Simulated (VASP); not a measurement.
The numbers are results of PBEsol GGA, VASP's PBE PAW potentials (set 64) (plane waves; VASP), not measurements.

VASP ran on this input.

**KPOINTS**
```
kpoints
0
gamma
  6 11 6
0 0 0
```

### POSCAR
```
GeRh
1
    5.6681007320     0.0000000000     0.0000000000
    0.0000000000     3.2146836551     0.0000000000
    0.0000000000     0.0000000000     6.4687196966
Rh Ge
4 4
Direct
  0.9950757257   0.7500000000   0.2015269529
  0.0049242743   0.2500000000   0.7984730471
  0.5049242743   0.2500000000   0.7015269529
  0.4950757257   0.7500000000   0.2984730471
  0.8087108792   0.7500000000   0.5606471404
  0.1912891208   0.2500000000   0.4393528596
  0.6912891208   0.2500000000   0.0606471404
  0.3087108792   0.7500000000   0.9393528596
```

**INCAR**
```
# general
SYSTEM  = GeRh
PREC    = Accurate
ENCUT   = 400   # plane-wave cut-off (eV)
LREAL   = .FALSE.   # projection in real space or not
LASPH   = .TRUE.

# electronic loop
EDIFF   = 1E-7
NELM    = 100   # most electronic steps
ALGO    = Normal
LMAXMIX = 4   # l cut-off of mixed one-centre charges

# smearing
ISMEAR  = -5

# functional
GGA     = PS   # PBEsol

# ions
ISIF    = 2

# output
LWAVE   = .FALSE.
LCHARG  = .TRUE.
LORBIT  = 11   # lm-projected
NEDOS   = 601

# other
LEFG    = .TRUE.
```

POTCAR, in this order: Rh_pv Ge_d (PBE.64 set). Program: vasp_std.

What VASP printed:

**OUTCAR**
```
 ion  position               nearest neighbor table
   1  0.995  0.750  0.202-   8 2.46   6 2.49   6 2.49   7 2.53   7 2.53   5 2.55   4 2.90   4 2.90
                             2 3.06   2 3.06
   2  0.005  0.250  0.798-   7 2.46   5 2.49   5 2.49   8 2.53   8 2.53   6 2.55   3 2.90   3 2.90
                             1 3.06   1 3.06
   3  0.505  0.250  0.702-   6 2.46   8 2.49   8 2.49   5 2.53   5 2.53   7 2.55   2 2.90   2 2.90
                             4 3.06   4 3.06
   4  0.495  0.750  0.298-   5 2.46   7 2.49   7 2.49   6 2.53   6 2.53   8 2.55   1 2.90   1 2.90
                             3 3.06   3 3.06
   5  0.809  0.750  0.561-   4 2.46   2 2.49   2 2.49   3 2.53   3 2.53   1 2.55   6 2.81   6 2.81
  LATTYP: Found a simple orthorhombic cell.
 ALAT       =     3.2146836551
 B/A-ratio  =     1.7631908269
 C/A-ratio  =     2.0122414491
 Subroutine PRICEL returns:
 Original cell was already a primitive cell.
 Subroutine GETGRP returns: Found  8 space group operations
The static configuration has the point symmetry S_2 .
 The point group associated with its full space group is D_2h.
The dynamic configuration has the point symmetry S_2 .
 Subroutine INISYM returns: Found  8 space group operations
 Subroutine IBZKPT returns following result:
 Found     96 irreducible k-points:

 Following reciprocal coordinates:
...
```

**OSZICAR**
```
       N       E                     dE             d eps       ncg     rms          rms(c)
DAV:   1     0.157721544769E+04    0.15772E+04   -0.48834E+04 18372   0.384E+03
DAV:   2     0.198781731663E+03   -0.13784E+04   -0.13385E+04 13248   0.102E+03
DAV:   3    -0.418829053645E+02   -0.24066E+03   -0.23133E+03 13711   0.253E+02
DAV:   4    -0.585399350499E+02   -0.16657E+02   -0.16292E+02 15515   0.728E+01
DAV:   5    -0.589952198711E+02   -0.45528E+00   -0.45401E+00 14630   0.133E+01    0.221E+01
DAV:   6    -0.574896585278E+02    0.15056E+01   -0.10590E+01 14877   0.169E+01    0.676E+00
DAV:   7    -0.570640703915E+02    0.42559E+00   -0.21095E+00 14834   0.104E+01    0.575E+00
DAV:   8    -0.569490534110E+02    0.11502E+00   -0.37011E-01 14516   0.321E+00    0.742E-01
DAV:   9    -0.569474328107E+02    0.16206E-02   -0.27241E-02 17292   0.135E+00    0.345E-01
DAV:  10    -0.569469359163E+02    0.49689E-03   -0.38956E-03 16313   0.501E-01    0.106E-01
DAV:  11    -0.569470362489E+02   -0.10033E-03   -0.48091E-04 14540   0.139E-01    0.295E-02
DAV:  12    -0.569470213057E+02    0.14943E-04   -0.39619E-05 17285   0.454E-02    0.741E-03
DAV:  13    -0.569470146518E+02    0.66539E-05   -0.39536E-06 17288   0.131E-02    0.384E-03
DAV:  14    -0.569470157090E+02   -0.10572E-05   -0.48510E-07 11751   0.522E-03    0.620E-04
DAV:  15    -0.569470158858E+02   -0.17682E-06   -0.37536E-08  7544   0.204E-03    0.263E-04
DAV:  16    -0.569470157985E+02    0.87286E-07   -0.11356E-08  7374   0.693E-04
   1 F= -.56947016E+02 E0= -.56947016E+02  d E =0.000000E+00
```

OUTCAR:
```
------------------------ aborting loop because EDIFF is reached ----------------------------------------
  FORCE on cell =-STRESS in cart. coord.  units (eV):
  Direction    XX          YY          ZZ          XY          YZ          ZX
  --------------------------------------------------------------------------------------
  Total        0.1688003     -0.3057129      0.3150625      0.0000000      0.0000000      0.0000000
  in kB        2.2945078     -4.1555666      4.2826556      0.0000000      0.0000000      0.0000000
  external PRESSURE =       0.8071989 kB  Pullay stress =       0.0000000 kB
  volume of cell :      117.87
      direct lattice vectors                 reciprocal lattice vectors
     5.668100732  0.000000000  0.000000000     0.176425940  0.000000000  0.000000000
     0.000000000  3.214683655  0.000000000     0.000000000  0.311072599  0.000000000
     0.000000000  0.000000000  6.468719697     0.000000000  0.000000000  0.154590096
 POSITION                                       TOTAL-FORCE (eV/Angst)
 -----------------------------------------------------------------------------------
      5.64019      2.41101      1.30362         0.010536      0.000000      0.013436
      0.02791      0.80367      5.16510        -0.010536      0.000000     -0.013436
      2.86196      0.80367      4.53798        -0.010536      0.000000      0.013436
      2.80614      2.41101      1.93074         0.010536     -0.000000     -0.013436
      4.58385      2.41101      3.62667         0.004108      0.000000     -0.023072
      1.08425      0.80367      2.84205        -0.004108      0.000000      0.023072
      3.91830      0.80367      0.39231        -0.004108      0.000000     -0.023072
      1.74980      2.41101      6.07641         0.004108      0.000000      0.023072
 -----------------------------------------------------------------------------------
    total drift:                               -0.000000      0.000000      0.000000
  FREE ENERGIE OF THE ION-ELECTRON SYSTEM (eV)
  ---------------------------------------------------
  free  energy   TOTEN  =       -56.9470157985 eV

  energy  without entropy=      -56.9470157985  energy(sigma->0) =      -56.94701580

 total charge

# of ion       s       p       d       tot
------------------------------------------
    1        0.343   6.298   7.299  13.940
    2        0.343   6.298   7.299  13.940
    3        0.343   6.298   7.299  13.940
    4        0.343   6.298   7.299  13.940
    5        1.119   1.214  10.120  12.453
    6        1.119   1.214  10.120  12.453
    7        1.119   1.214  10.120  12.453
    8        1.119   1.214  10.120  12.453
--------------------------------------------------
tot          5.850  30.048  69.676 105.574
```
(Selected blocks of OUTCAR.)

For a metal the tetrahedron method with Blöchl corrections gives inexact stress and forces.

The structure comes from a measured GeRh entry (Pnma) of the Crystallography Open Database, whose conditions weren't checked. It was relaxed first.
